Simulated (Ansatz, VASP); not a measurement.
# SnH5CN2Cl3: VASP beside Ansatz, part 2 of 2

One calculation is typed for both programs; each brings its own data sets. How far apart do they land? The cell is taken from a series of runs on this material, whose earlier steps may have relaxed, scaled, displaced or heated it; both programs get it as it stands.

VASP 6.6.1 and Ansatz 0.2.0.

So far. Step 2 (VASP: single point, HSE06): The run ends at a pressure of -0.56 GPa, with forces up to 0.42 eV/Å.

## Step 3: Ansatz: single point, HSE06

Level of this step: Ansatz beside VASP: Kohn-Sham DFT, plane waves, HSE06 (Ansatz).

Ansatz runs on its PAW soft_1 files.

The same cell, functional and mesh now go to Ansatz, which takes its cutoff from its data sets.

Input file input.yaml:

```yaml
crystal:
  lattice:
    - [6.131094305, 0.0, 0.0]
    - [0.0, 3.917078865, 4.153885]
    - [0.0, -3.917078865, 4.153885]
  atoms:
    - { symbol: Sn, position: [0.5, 0.3798096617, 0.3798096617] }
    - { symbol: H, position: [0.2006746883, 0.724245825, 0.724245825] }
    - { symbol: H, position: [0.7993253117, 0.724245825, 0.724245825] }
    - { symbol: H, position: [0.3253201947, 0.9145973247, 0.9145973247] }
    - { symbol: H, position: [0.6746798053, 0.9145973247, 0.9145973247] }
    - { symbol: H, position: [0.0, 0.0525123847, 0.0525123847] }
    - { symbol: C, position: [0.0, 0.9209489289, 0.9209489289] }
    - { symbol: "N", position: [0.1880660857, 0.8466777848, 0.8466777848] }
    - { symbol: "N", position: [0.8119339143, 0.8466777848, 0.8466777848] }
    - { symbol: Cl, position: [0.5, 0.8393025645, 0.3499481386] }
    - { symbol: Cl, position: [0.5, 0.3499481386, 0.8393025645] }
    - { symbol: Cl, position: [0.0, 0.4132344525, 0.4132344525] }
kpoints:
  mp_grid: { grid: [2, 2, 2] }
  band_path:
    path:
      - [0.0, 0.0, 0.0]
      - [0.0, 0.5, 0.5]
      - [0.0, 0.53421382, 0.46578618]
      - [0.0, 0.46578618, -0.46578618]
      - [0.5, 0.0, 0.0]
      - [0.5, 0.46578618, -0.46578618]
      - [0.5, 0.53421382, 0.46578618]
      - [0.5, 0.5, 0.5]
    npoints: 1
hamiltonian:
  xc: hse06
  pseudopotentials: { kind: paw, azcp: { folder: soft_1 } }
scf:
  occupations: { method: fixed }
  n_extra_bands: 8
output:
  eigenvalues: true
  write_density: true
  write_potential: true
  elf: true
  volumetric_format: npy
```

Started as:

```sh
$ ansatz run input.yaml --threads 2 --pin off --max-ram 92160MiB --backend cuda --events-out ev --progress --plain --runs-dir out --devices 1 --max-vram 13GiB
```

Numbers of over 12 decimals in the logs are rounded to 6 here.

Output:

```text
scf.n_extra_bands = 8 over 27 filled bands (N_el = 54.0): the run solves 35 bands
exact exchange: scf.exx.singularity resolves to wigner_seitz, which cuts the screened interaction at the faces of the exchange supercell's Wigner-Seitz cell, so that each pair interacts once, at the shortest of its separations (the periodic images that this leaves out come, for a point-like exchange hole, to about 0.001 eV on a filled level). The cut falls within the interaction's reach, and what an exchange supercel [...]
GPUs: using 1 of 1 available (devices: 1).
Engine: ansatz 0.2.0, x86_64-unknown-linux-gnu
Pseudopotentials: kind: paw
Pseudopotential: Sn, paw, valence charge 14, recommended cutoff 420 eV (normal), soft_1/Sn.paw.azcp
Pseudopotential: H, paw, valence charge 1, recommended cutoff 420 eV (normal), soft_1/H.paw.azcp
Pseudopotential: C, paw, valence charge 4, recommended cutoff 420 eV (normal), soft_1/C.paw.azcp
Pseudopotential: N, paw, valence charge 5, recommended cutoff 420 eV (normal), soft_1/N.paw.azcp
Pseudopotential: Cl, paw, valence charge 7, recommended cutoff 420 eV (normal), soft_1/Cl.paw.azcp
Functional definition: HSE06
  parameter a = 0.25
  parameter omega = 0.11/bohr
  exchange = pbe_x - a*pbe_x_sr(omega) + a*exact_x_sr(omega)
  correlation = pbe_c
davidson cushion auto → on  (no smearing: the cushion is to keep the highest requested band from converging to the state above it; pin scf.eigensolver.cushion to override)
device memory: the entry about to start is reckoned to put 1.6 GiB on a device that reports 27.2 GiB free (of which the cap on the GPU budget leaves the run 13.0 GiB)
GPU FFT provider: cuFFT
GPU libraries: cuBLAS 13.8.2, cuFFT 12.4.0, cuSOLVER 12.3.4
Crystal: 12 atoms, lattice volume = 199.519 Å³
Basis set: ecut = 420 eV, 3881 PW (Γ)
Bands: 35, of which v1, the nominal top of the filled ones, is band 27 counted from 1 (26 counted from 0)
Symmetry: 4 space group operations
Space group: Amm2 (ITA 38), of the structure as read, at distance tolerance 5.8e-5 Å
k-points: 6 of 8
Non-local potential: Sn, projectors of the file, l = 0: 2, l = 1: 2, l = 2: 2, l = 3: 1
Non-local potential: H, projectors of the file, l = 0: 2, l = 1: 1
Non-local potential: C, projectors of the file, l = 0: 2, l = 1: 2, l = 2: 1
Non-local potential: N, projectors of the file, l = 0: 2, l = 1: 2, l = 2: 1
Non-local potential: Cl, projectors of the file, l = 0: 2, l = 1: 2, l = 2: 1
PAW form: soft (Blöchl's): semilocal exchange-correlation on the pseudo side does not see the compensation charge
PAW frozen core: Sn, regenerated for the run's functional, and the local potential with it (the file was generated under x = pbe(κ = 0.804, μ = 0.219515), c = pbe(β = 0.066725))
PAW frozen core: C, regenerated for the run's functional, and the local potential with it (the file was generated under x = pbe(κ = 0.804, μ = 0.219515), c = pbe(β = 0.066725))
PAW frozen core: N, regenerated for the run's functional, and the local potential with it (the file was generated under x = pbe(κ = 0.804, μ = 0.219515), c = pbe(β = 0.066725))
PAW frozen core: Cl, regenerated for the run's functional, and the local potential with it (the file was generated under x = pbe(κ = 0.804, μ = 0.219515), c = pbe(β = 0.066725))
PAW one-centre angular grid: Sn, 590 points (default); XC on 64 Gauss nodes
PAW one-centre angular grid: H, 110 points (default); XC on 64 Gauss nodes
PAW one-centre angular grid: C, 110 points (default); XC on 64 Gauss nodes
PAW one-centre angular grid: N, 110 points (default); XC on 64 Gauss nodes
PAW one-centre angular grid: Cl, 110 points (default); XC on 64 Gauss nodes
Initial density: superposition of atomic densities (chi_scale 0.1, normalization cell), built separately for each of the 2 bonded fragments (scf.initial_density.interfragment_charge_transfer: auto; true builds it for the cell as a whole; a typed value also counts as a typed key of the start: scf.initial_density.chi_scale says what that changes, if anything)
Initial wavefunctions: pseudopotential atomic-orbital guess
GPU buffer pool allocated for 72000 grid points (all kernels)
GPU transforms: local potential and band sums: pruned to the plane-wave sphere, on 45×40×40
Functional: x = pbe(κ = 0.804, μ = 0.219515), c = pbe(β = 0.066725), warm-up for x = pbe(κ = 0.804, μ = 0.219515) + 0.25 (exact − pbe) at short range (hse, ω = 0.207870 Å⁻¹), c = pbe(β = 0.066725); HSE06 as pw.x's `hse` composes it (authors' and Libxc's form: `xc: wpbeh`)
SCF iter   1: F=—  HF=-10369.777666 eV  |F-HF|=—  |Δ(HF+E_count)|=         —  Δρ=7.18e-2  dr2=8.95e0  ethr=1.00e-1  ⟨swp⟩=5.0  Hψ=658  notcnv=0
preconditioner: auto → none  [insulator: Δε(μ)=1.428 eV  Ē_g=11.153 eV  n_scr=28 (ndim 8)  ℏωp=16.6 eV  f_vac=0.058]
SCF iter   2: F=—  HF=-10367.260114 eV  |F-HF|=—  |Δ(HF+E_count)|=    2.52e0  Δρ=3.22e-2  dr2=1.09e0  ethr=1.66e-2  ⟨swp⟩=3.7  Hψ=582  notcnv=0
SCF iter   3: F=—  HF=-10367.109432 eV  |F-HF|=—  |Δ(HF+E_count)|=   1.51e-1  Δρ=1.36e-2  dr2=2.19e-1  ethr=2.01e-3  ⟨swp⟩=3.5  Hψ=565  notcnv=0
iter 4 solved again at ethr=3.72e-5 eV; its pass at ethr=4.05e-4 eV (dr2=2.01e-2 eV) is discarded
SCF iter   4: F=—  HF=-10367.087003 eV  |F-HF|=—  |Δ(HF+E_count)|=   2.24e-2  Δρ=3.68e-3  dr2=2.07e-2  ethr=3.72e-5  ⟨swp⟩=3.8  Hψ=1052  notcnv=0  defer=1
SCF iter   5: F=—  HF=-10367.084295 eV  |F-HF|=—  |Δ(HF+E_count)|=   2.71e-3  Δρ=7.57e-4  dr2=1.05e-3  ethr=3.72e-5  ⟨swp⟩=3.5  Hψ=546  notcnv=0
SCF iter   6: F=-10367.084253 eV  HF=-10367.084237 eV  |F-HF|=1.67e-5  |Δ(HF+E_count)|=   5.84e-5  Δρ=2.12e-4  dr2=6.16e-5  ethr=1.95e-6  ⟨swp⟩=4.3  Hψ=574  notcnv=0  defer=1
SCF 1 stopped early in 6 iterations: F = -10367.084253 eV  dr2 = 6.16e-5
  greatest PAW one-centre occupation: 0.993 electrons in one spin orbital (limit 2), on the Sn atom at site 0 (counted from 0), in its partial waves of l = 2
device memory: the entry about to start is reckoned to put 2.1 GiB on a device that reports 27.5 GiB free (of which the cap on the GPU budget leaves the run 13.0 GiB)
GPU FFT provider: cuFFT
GPU libraries: cuBLAS 13.8.2, cuFFT 12.4.0, cuSOLVER 12.3.4
Initial density: handed on by an earlier stage of this run
Initial wavefunctions: those handed on with the density
GPU buffer pool allocated for 72000 grid points (all kernels)
GPU transforms: local potential and band sums: pruned to the plane-wave sphere, on 45×40×40
Functional: x = pbe(κ = 0.804, μ = 0.219515) + 0.25 (exact − pbe) at short range (hse, ω = 0.207870 Å⁻¹), c = pbe(β = 0.066725); HSE06 as pw.x's `hse` composes it (authors' and Libxc's form: `xc: wpbeh`)
Exchange kernel: α = 0.2500, screened, ω = 0.2079 Å⁻¹, Wigner–Seitz truncation, v(0) = 970.0490 eV·Å³, q-mesh 2×2×2, nearest image of the exchange supercell L = 11.42 Å, pair-density grid 30×30×30, without the augmentation charges, whose exchange is taken in its separable form by FFT convolution over the k-point mesh (sized by the pseudopotential files, 45×40×40 at the most), smooth part of the exact exchange by density-matrix convolution in up to 1.87 GiB of GPU memory as planned if the GPU has room (build and FFT work areas not counted)
Frozen-core exchange: fock
SCF iter   1: F=—  HF=-10373.052411 eV  |F-HF|=—  |Δ(HF+E_count)|=         —  Δρ=5.19e-3  dr2=4.94e-2  ethr=1.14e-6  ⟨swp⟩=9.0  Hψ=1164  notcnv=0
preconditioner: auto → none  [insulator: Δε(μ)=2.295 eV  Ē_g=12.787 eV  n_scr=28 (ndim 8)  ℏωp=16.6 eV  f_vac=0.111]
SCF iter   2: F=—  HF=-10373.035083 eV  |F-HF|=—  |Δ(HF+E_count)|=   1.73e-2  Δρ=1.77e-3  dr2=4.80e-3  ethr=1.14e-6  ⟨swp⟩=5.2  Hψ=907  notcnv=0
SCF iter   3: F=—  HF=-10373.047067 eV  |F-HF|=—  |Δ(HF+E_count)|=   1.20e-2  Δρ=1.01e-3  dr2=1.78e-3  ethr=1.14e-6  ⟨swp⟩=5.0  Hψ=750  notcnv=0
SCF iter   4: F=—  HF=-10373.046427 eV  |F-HF|=—  |Δ(HF+E_count)|=   6.40e-4  Δρ=1.76e-4  dr2=7.20e-5  ethr=1.14e-6  ⟨swp⟩=3.5  Hψ=612  notcnv=0
SCF iter   5: F=—  HF=-10373.046618 eV  |F-HF|=—  |Δ(HF+E_count)|=   1.90e-4  Δρ=1.19e-4  dr2=3.34e-5  ethr=6.53e-8  ⟨swp⟩=5.2  Hψ=668  notcnv=0
SCF iter   6: F=-10373.046608 eV  HF=-10373.046609 eV  |F-HF|=1.52e-6  |Δ(HF+E_count)|=   8.63e-6  Δρ=3.02e-5  dr2=5.51e-6  ethr=5.55e-8  ⟨swp⟩=3.3  Hψ=610  notcnv=0
SCF 2 stopped early in 6 iterations: F = -10373.046608 eV  dr2 = 5.51e-6
hybrid outer 1: dexx = +1.439e-2 eV, tail = 5.73e-5 eV
GPU FFT provider: cuFFT
GPU libraries: cuBLAS 13.8.2, cuFFT 12.4.0, cuSOLVER 12.3.4
GPU buffer pool allocated for 72000 grid points (all kernels)
GPU transforms: local potential and band sums: pruned to the plane-wave sphere, on 45×40×40
Exchange kernel: α = 0.2500, screened, ω = 0.2079 Å⁻¹, Wigner–Seitz truncation, v(0) = 970.0490 eV·Å³, q-mesh 2×2×2, nearest image of the exchange supercell L = 11.42 Å, pair-density grid 30×30×30, without the augmentation charges, whose exchange is taken in its separable form by FFT convolution over the k-point mesh (sized by the pseudopotential files, 45×40×40 at the most), smooth part of the exact exchange by density-matrix convolution in up to 1.87 GiB of GPU memory as planned if the GPU has room (build and FFT work areas not counted)
Frozen-core exchange: fock
SCF iter   1: F=—  HF=-10373.046396 eV  |F-HF|=—  |Δ(HF+E_count)|=         —  Δρ=3.57e-5  dr2=1.71e-6  ethr=5.31e-7  ⟨swp⟩=3.3  Hψ=502  notcnv=0
preconditioner: auto → none  [insulator: Δε(μ)=2.287 eV  Ē_g=12.764 eV  n_scr=28 (ndim 8)  ℏωp=16.6 eV  f_vac=0.118]
SCF iter   2: F=—  HF=-10373.046397 eV  |F-HF|=—  |Δ(HF+E_count)|=   6.36e-7  Δρ=1.61e-5  dr2=3.87e-7  ethr=2.92e-9  ⟨swp⟩=5.0  Hψ=738  notcnv=0
iter 3 solved again at ethr=4.68e-11 eV; its pass at ethr=6.12e-10 eV (dr2=2.53e-8 eV) is discarded
SCF iter   3: F=-10373.046396 eV  HF=-10373.046396 eV  |F-HF|=2.88e-9  |Δ(HF+E_count)|=   7.44e-8  Δρ=6.63e-6  dr2=3.01e-8  ethr=4.68e-11  ⟨swp⟩=3.0  Hψ=1032  notcnv=0
SCF 3 converged in 3 iterations: F = -10373.046396 eV  dr2 = 3.01e-8
hybrid outer 2: dexx = +8.339e-7 eV, tail = 7.73e-8 eV, Δε = 3.17e-3 eV (about 1.63e-4 eV left of the loop's levels)
device memory: the entry about to start is reckoned to put 0.9 GiB on a device that reports 57.8 GiB free (of which the cap on the GPU budget leaves the run 13.0 GiB)
NSCF: frozen V_eff on 8 k-points
hybrid SCF converged: 2 outer / 9 inner (+6 warm-up), last move |dexx| = 8.34e-7 eV, tail = 7.73e-8 eV
Stability not checked: this state was not tested for a lower state beside it, because the functional holds exact exchange (a hybrid, or Hartree-Fock), whose exchange loop this test does not read (fock_operator; see scf.lower_state_search)
Free energy (F): -10373.046397 eV
Frozen-core exchange: fock
Harris-Foulkes:  -10373.046397 eV  (|F-HF|=2.88e-9)
Internal energy: -10373.046397 eV  (E = F + TS)
E sigma→0 (E₀):  -10373.046397 eV
Fermi energy:    1.799222 eV
--- Per-component energies (eV) ---
  E_band       = -510.444247
  E_kinetic    = 1037.322553
  E_local      = -3436.727561  (includes V_loc(G=0)·N_el)
  E_nonlocal   = 331.249336
  E_hartree    = 1358.318823
  E_xc         = -526.577865
  E_vxc        = -551.723190  (∫ρ·V_xc dr)
  E_exx        = -127.307569  (= α·E_x^exact, valence–valence)
  E_paw        = -6712.486244  (= ΣΔE_a)
  E_vpaw       = -352.586825  (= ΣTr[D̂ρ^β])
  E_aug_tail   = -0.002687  (compensation charges beyond the density's cutoff)
  E_ewald      = -2296.699098
  E_core_change = -0.136085  (= ΣΔE_core)
  E_smearing   = -0.000000  (= −TS)
  E_closure    = -0.000000  (closes the sum)
  Σ components = -10373.046397   (vs F -10373.046397, Δ=0.00e0)
--- Band table (eV; the first three rows and the last of 6) ---
  k-point 0: bands = [... 23 lower, -1.1907, -0.7183, -0.4766, -0.3086, 5.8416, 6.6603, 7.0533, 7.7840, ... 4 higher]
  k-point 1: bands = [... 23 lower, -0.6787, -0.6304, -0.3846, 0.2161, 5.2717, 5.9107, 6.6122, 7.6025, ... 4 higher]
  k-point 2: bands = [... 23 lower, -0.6875, -0.6252, -0.4069, 1.2769, 4.6769, 4.8331, 6.0483, 6.1796, ... 4 higher]
  k-point 5: bands = [... 23 lower, -0.8896, -0.4680, -0.2020, 1.7992, 4.0864, 4.6567, 4.7479, 6.1170, ... 4 higher]
```

## Step 4: Comparison

Known differences besides the potentials themselves: exact exchange at q = 0 is treated differently, which shows on coarse meshes; VASP keeps PBE cores, Ansatz makes them for the functional; fixed occupations in Ansatz, narrow Gaussian smearing in VASP; the cutoff is 420 eV in Ansatz and 520 eV in VASP; VASP takes a coarser grid for exact exchange (PRECFOCK = Fast). Total energies have different zeros and are not compared.

The two programs side by side:

```csv
quantity,Ansatz,VASP,difference
gap on the k mesh (eV),2.287,2.279,+0.008
```

A gap on the mesh is an upper bound, since the band edges may lie between its points.

## Step 5: Summary of results

| Item | Value |
| --- | --- |
| difference in gap on the k mesh (single point, HSE06) | 0.0082 eV |

**Reading.** The difference in gap on the k mesh is 0.0082 eV (single point, HSE06), within the 0.08 eV picked in this series as the mark of a large difference. Such differences can come from data sets, numerical settings and the points named under the comparisons, not from the functional's error against experiment.

[Lines on the potential files, build, host, timing and source positions are cut from VASP's logs without a mark.]

[Logs are printed without paths, hosts, clocks, repeated set-up lines and the standing remarks that a program may print on its own settings, such as how far it seeks lower states.]

[Hosts, paths, dates, database ids (printed as entryN), source tags and the programs' standing remarks are cut or masked in the printed files.]
